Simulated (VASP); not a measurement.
```yaml
crystal:
  lattice:
    - [1.57420, 0.90886, 6.35130]
    - [-1.57420, 0.90886, 6.35130]
    - [0.00000, -1.81773, 6.35130]
  atoms:
    - { symbol: W, position: [0.00069, 0.00069, 0.00069] }
    - { symbol: S, position: [0.25176, 0.25176, 0.25176] }
    - { symbol: S, position: [0.41625, 0.41625, 0.41625] }
```

Method: PBEsol GGA, VASP's PBE PAW potentials (set 64) (plane waves; VASP 6.6.1). Settings: 400 eV cut-off, Gaussian smearing of 0.050 eV, potentials W_sv S.

Without a dispersion term in the relaxation, distances and binding between the weakly bound layers, chains or molecules are unreliable, and so is what depends on them. Unless said otherwise, spin-orbit coupling is left out, though it shifts the bands of the heavy elements here.

Task: Give the energies of bands 7 to 16 at the high-symmetry points, in eV from the valence-band maximum.

Result: 
```csv
band,Γ,T,H2,L,S0,F
7,-7.47,-6.66,-6.45,-7.23,-6.46,-7.14
8,-3.38,-3.62,-6.05,-5.78,-6.03,-5.92
9,-3.38,-3.39,-5.10,-5.18,-5.15,-4.93
10,-2.12,-3.39,-4.49,-4.00,-4.50,-3.94
11,-2.12,-2.09,-3.93,-2.51,-3.88,-2.99
12,-1.66,-2.09,-2.93,-1.66,-2.96,-1.80
13,-1.13,0.00,-0.55,-1.59,-0.53,-1.44
14,2.41,2.48,1.44,2.48,1.41,2.45
15,2.41,2.48,2.69,2.76,2.69,2.91
16,2.67,2.58,3.68,3.74,3.65,3.34
```

The gap is indirect, 1.15 eV, from the valence maximum at T to the conduction minimum at Γ-S0 at 0.55.

The structure comes from a measured WS2 entry (R3m) of the Crystallography Open Database, whose conditions weren't checked. It was relaxed first.
